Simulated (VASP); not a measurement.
NaI (rock salt): the lattice constant a from VASP (plane waves, PAW) at several levels of theory. Static lattice.

| level | lattice constant a (Å) |
|---|---|
| LDA | 6.264 |
| PBE | 6.532 |
| PBEsol | 6.409 |

The cell of the LDA run:

Space group Fm-3m (No. 225); a = b = c = 6.2639 Å, α = β = γ = 90.00°

```csv
atom,site,symmetry,x,y,z
Na,4a,m-3m,0.0000,0.0000,0.0000
I,4b,m-3m,0.5000,0.5000,0.5000
```
(The calculation used a cell of 2 atoms; values per cell refer to that cell.)

Only levels that ran to the end are used. Left out are those held back, those with too coarse a band path, GW runs whose mesh misses a band edge, hybrids' fits of cells that aren't cubic and levels without matching references; a question may draw on a part of the rest.

The compound is NaI in the rock salt structure.
